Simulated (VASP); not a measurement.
# ZrB (Fm-3m) in VASP: notebook, part 2 of 2

VASP 6.6.1. The steps go on from the part before.

## 3. Relaxation of cell and atoms, PBE

Input file INCAR:

```
SYSTEM = ZrB
ALGO = Fast
EDIFF = 1E-6
EDIFFG = -0.02
ENCUT = 600
GGA = PE
IBRION = 2
ISIF = 3
ISMEAR = 0
LASPH = .TRUE.
LCHARG = .FALSE.
LREAL = .FALSE.
LWAVE = .FALSE.
NELM = 100
NSW = 70
PREC = Accurate
SIGMA = 0.1
```

Input file KPOINTS:

```
k-points
0
G
  20 20 20
  0 0 0
```

Input file POSCAR:

```
ZrB
1.0
    0.0000000000      2.4515811075      2.4515811075
    2.4515811075      0.0000000000      2.4515811075
    2.4515811075      2.4515811075      0.0000000000
Zr B
1 1
Direct
    0.0000000000      0.0000000000      0.0000000000
    0.5000000000      0.5000000000      0.5000000000
```

Potentials or basis: VASP PAW PBE potentials, release 64 (Zr_sv, B).

The run is started by

```sh
$ cat potpaw_PBE.64/Zr_sv/POTCAR potpaw_PBE.64/B/POTCAR > POTCAR
$ mpirun -np 1 vasp_std > vasp.out
```

OUTCAR:

```text
SYSTEM = ZrB
   EDIFF = 1E-6
   EDIFFG = -0.02
   ENCUT = 600
   GGA = PE
   IBRION = 2
   ISIF = 3
   ISMEAR = 0
   LASPH = .TRUE.
   LREAL = .FALSE.
   NELM = 100
   NSW = 70
   PREC = Accurate

 ion  position               nearest neighbor table
   1  0.000  0.000  0.000-   2 2.45   2 2.45   2 2.45   2 2.45   2 2.45   2 2.45
   2  0.500  0.500  0.500-   1 2.45   1 2.45   1 2.45   1 2.45   1 2.45   1 2.45

  LATTYP: Found a face centered cubic cell.
 ALAT       =     4.9031622150

  Lattice vectors:

 A1 = (   0.0000000000,   2.4515811075,   2.4515811075)
 A2 = (   2.4515811075,   0.0000000000,   2.4515811075)
 A3 = (   2.4515811075,   2.4515811075,   0.0000000000)

Analysis of symmetry for initial positions (statically):
=====================================================================
 Subroutine PRICEL returns:
 Original cell was already a primitive cell.

 Routine SETGRP: Setting up the symmetry group for a
 face centered cubic supercell.

 Subroutine GETGRP returns: Found 48 space group operations
 (whereof 48 operations were pure point group operations)
 out of a pool of 48 trial point group operations.

The static configuration has the point symmetry O_h .

[... 167 lines left out ...]
 fundamental gap:      0.0076514900
 Fermi energy:         7.4578788616

 k-point     1 :       0.0000    0.0000    0.0000
  band No.  band energies     occupation
      1     -40.0261      2.00000
      2     -17.8519      2.00000
      3     -17.8519      2.00000
      4     -17.8519      2.00000
      5      -0.5833      2.00000
      6       9.2016      0.00000
      7       9.2016      0.00000
      8       9.2018      0.00000
      9      10.8827      0.00000
     10      10.8829      0.00000
     11      10.8829      0.00000
[... 309 lines left out ...]
 k-point    24 :      -0.3500    0.0500    0.0000
  band No.  band energies     occupation
      1     -39.9771      2.00000
      2     -18.3030      2.00000
      3     -17.9151      2.00000
      4     -17.8954      2.00000
      5       1.9257      2.00000
      6       5.0779      2.00000
      7       6.5687      2.00000
      8       6.6856      2.00000
      9      11.3820      0.00000
     10      11.7291      0.00000
     11      12.6374      0.00000

 [... further k-points ...]
[... 5 lines left out ...]
  --------------------------------------------------------------------------------------
  -------------------------------------------------------------------------------------
  Total        0.0364779      0.0364779      0.0364779     -0.0000000      0.0000000     -0.0000000
  in kB        1.9832229      1.9832229      1.9832229     -0.0000000      0.0000000     -0.0000000
  external PRESSURE =       1.9832229 kB  Pullay stress =       0.0000000 kB

 VOLUME and BASIS-vectors are now :
 -----------------------------------------------------------------------------
  energy-cutoff  :      600.00
  volume of cell :       29.47
      direct lattice vectors                 reciprocal lattice vectors
     0.000000000  2.451581108  2.451581108    -0.203950014  0.203950014  0.203950014
     2.451581108  0.000000000  2.451581108     0.203950014 -0.203950014  0.203950014
     2.451581108  2.451581108  0.000000000     0.203950014  0.203950014 -0.203950014

 POSITION                                       TOTAL-FORCE (eV/Angst)
 -----------------------------------------------------------------------------------
      0.00000      0.00000      0.00000         0.000000      0.000000      0.000000
      2.45158      2.45158      2.45158        -0.000000      0.000000     -0.000000
 -----------------------------------------------------------------------------------
    total drift:                               -0.000000      0.000000      0.000000

  FREE ENERGIE OF THE ION-ELECTRON SYSTEM (eV)
  ---------------------------------------------------
  free  energy   TOTEN  =       -16.0077373268 eV

  energy  without entropy=      -16.0016530674  energy(sigma->0) =      -16.00469520

 reached required accuracy - stopping structural energy minimisation
```

CONTCAR:

```text
ZrB
   1.00000000000000
     0.0000000000000000    2.4515811075000000    2.4515811075000000
     2.4515811075000000    0.0000000000000000    2.4515811075000000
     2.4515811075000000    2.4515811075000000    0.0000000000000000
  Zr              B
     1     1
Direct
     0.0000000000000000    0.0000000000000000    0.0000000000000000
     0.5000000000000000    0.5000000000000000    0.5000000000000000

  0.00000000E+00  0.00000000E+00  0.00000000E+00
  0.00000000E+00  0.00000000E+00  0.00000000E+00
```

Wall time 94 s (1 thread of Intel Xeon Platinum 8375C at 2.90GHz (Ice Lake), shared host); peak memory 0.25 GiB.

Results:

* Free energy: -16.0077 eV
* Pressure after relaxing: 0.2 GPa
* Band gap on the k mesh: none (metal or under the smearing width)

Final structure:
```cif
data_structure
_symmetry_space_group_name_H-M 'P 1'
_symmetry_Int_Tables_number 1
_cell_length_a 3.4671
_cell_length_b 3.4671
_cell_length_c 3.4671
_cell_angle_alpha 60.000
_cell_angle_beta 60.000
_cell_angle_gamma 60.000
_cell_volume 29.47
loop_
_atom_site_label
_atom_site_type_symbol
_atom_site_fract_x
_atom_site_fract_y
_atom_site_fract_z
_atom_site_occupancy
Zr1 Zr 0.00000 0.00000 0.00000 1
B1 B 0.50000 0.50000 0.50000 1
```

Levels at points of the mesh, in eV from the Fermi level:
```tsv
k point	band 4	band 5	band 6	band 7	band 8	band 9	band 10	band 11
(0.00, 0.00, 0.00)	-25.31	-8.04	1.74	1.74	1.74	3.42	3.43	3.43
(0.50, 0.00, 0.00)	-25.37	-4.18	-3.80	-1.16	-1.16	4.81	4.81	6.13
(0.50, 0.50, 0.00)	-25.50	-6.10	-0.79	-0.77	2.04	2.04	4.55	5.72
```

Caveat: the relaxation stopped at its first step, so nothing moved.

## 4. Single point, PBE

This run uses another cell than the first one, of 12.57 Å³/atom, 0.853 times its volume.

Input file INCAR:

```
SYSTEM = ZrB
  PREC = Accurate
  ENCUT = 520
  EDIFF = 1E-7
  ISMEAR = 0
  SIGMA = 0.1
  LREAL = .False.
  LASPH = .True.
  NELM = 100
  ALGO = Normal
  ISIF = 2
  LWAVE = .False.
  LCHARG = .False.
  GGA = PE
  NBANDS = 14
```

Input file KPOINTS:

```
regular mesh
0
Gamma
  6 6 6
  0 0 0
```

Input file POSCAR:

```
ZrB
1.0
    0.0000000000      2.3250000000      2.3250000000
    2.3250000000      0.0000000000      2.3250000000
    2.3250000000      2.3250000000      0.0000000000
Zr B
1 1
Direct
    0.0000000000      0.0000000000      0.0000000000
    0.5000000000      0.5000000000      0.5000000000
```

Potentials or basis: VASP PAW PBE potentials, release 64 (Zr_sv, B).

The run is started by

```sh
$ cat potpaw_PBE.64/Zr_sv/POTCAR potpaw_PBE.64/B/POTCAR > POTCAR
$ mpirun -np 1 vasp_std > vasp.out
```

OUTCAR:

```text
SYSTEM = ZrB
   PREC = Accurate
   ENCUT = 520
   EDIFF = 1E-7
   ISMEAR = 0
   LREAL = .False.
   LASPH = .True.
   NELM = 100
   ISIF = 2
   GGA = PE

 ion  position               nearest neighbor table
   1  0.000  0.000  0.000-   2 2.33   2 2.33   2 2.33   2 2.33   2 2.33   2 2.33
   2  0.500  0.500  0.500-   1 2.33   1 2.33   1 2.33   1 2.33   1 2.33   1 2.33

  LATTYP: Found a face centered cubic cell.
 ALAT       =     4.6500000000

  Lattice vectors:

 A1 = (   0.0000000000,   2.3250000000,   2.3250000000)
 A2 = (   2.3250000000,   0.0000000000,   2.3250000000)
[... 448 lines left out ...]

  FORCE on cell =-STRESS in cart. coord.  units (eV):
  Direction    XX          YY          ZZ          XY          YZ          ZX
  --------------------------------------------------------------------------------------
  -------------------------------------------------------------------------------------
  Total        5.5008151      5.5008151      5.5008151      0.0000000      0.0000000      0.0000000
  in kB      350.6216737    350.6216737    350.6216737      0.0000000      0.0000000      0.0000000
  external PRESSURE =     350.6216737 kB  Pullay stress =       0.0000000 kB

 VOLUME and BASIS-vectors are now :
 -----------------------------------------------------------------------------
  energy-cutoff  :      520.00
  volume of cell :       25.14
      direct lattice vectors                 reciprocal lattice vectors
     0.000000000  2.325000000  2.325000000    -0.215053763  0.215053763  0.215053763
     2.325000000  0.000000000  2.325000000     0.215053763 -0.215053763  0.215053763
     2.325000000  2.325000000  0.000000000     0.215053763  0.215053763 -0.215053763

 POSITION                                       TOTAL-FORCE (eV/Angst)
 -----------------------------------------------------------------------------------
      0.00000      0.00000      0.00000        -0.000000      0.000000      0.000000
      2.32500      2.32500      2.32500         0.000000      0.000000     -0.000000
 -----------------------------------------------------------------------------------
    total drift:                                0.000000     -0.000000     -0.000000

  FREE ENERGIE OF THE ION-ELECTRON SYSTEM (eV)
  ---------------------------------------------------
  free  energy   TOTEN  =       -15.5950726936 eV

  energy  without entropy=      -15.5857029300  energy(sigma->0) =      -15.59038781
```

Run time: 4 s. Hardware: 1 thread of Intel Xeon Platinum 8375C at 2.90GHz (Ice Lake), shared host; peak memory 0.13 GiB.

Results:

| Property | Result |
| --- | --- |
| Free energy | -15.5951 eV |
| Pressure | 35.1 GPa |
| Band gap on the k mesh | none (metal or under the smearing width) |

Levels at points of the mesh, in eV from the Fermi level:
```tsv
k point	band 4	band 5	band 6	band 7	band 8	band 9	band 10	band 11	band 12	band 13
(0.00, 0.00, 0.00)	-24.34	-8.15	2.10	2.10	2.10	3.88	3.88	4.00	4.00	4.00
(0.50, 0.00, 0.00)	-24.43	-4.01	-3.43	-1.23	-1.23	5.95	5.95	7.55	8.44	13.57
(0.50, 0.50, 0.00)	-24.67	-6.32	-0.94	-0.12	2.73	2.73	5.65	7.11	7.11	10.85
```

Caveat: the k mesh is coarse (spacing up to 0.39 Å⁻¹), so the values aren't converged; a pressure of tens of GPa on the cell as given is suspect, and the run, the potentials or the cell itself is likely at fault.

## 5. Summary

| task | cell | k mesh | cutoff (eV) | mesh quality | gap on the mesh (eV) | pressure (GPa) |
| --- | --- | --- | --- | --- | --- | --- |
| single point | Fm-3m, 14.73 Å³/atom | 20 × 20 × 20 | 520 | not flagged | none | 0.2 |
| relaxation of cell and atoms | relaxed | 20 × 20 × 20 | 600 | not flagged | none | 0.2 |
| single point | Fm-3m, 12.57 Å³/atom | 6 × 6 × 6 | 520 | coarse | none | 35.1 |

Alike in all rows: level PBE; potentials or basis VASP PAW PBE potentials, release 64 (Zr_sv, B); no spin polarisation; smearing gaussian 0.1 eV.

Caveats: some runs use coarse meshes; the relaxation stopped at its first step, so nothing moved (some runs); a pressure of tens of GPa on the cell as given is suspect, and the run, the potentials or the cell itself is likely at fault (some runs).

Absolute energies hang on the potentials; compare differences alone.
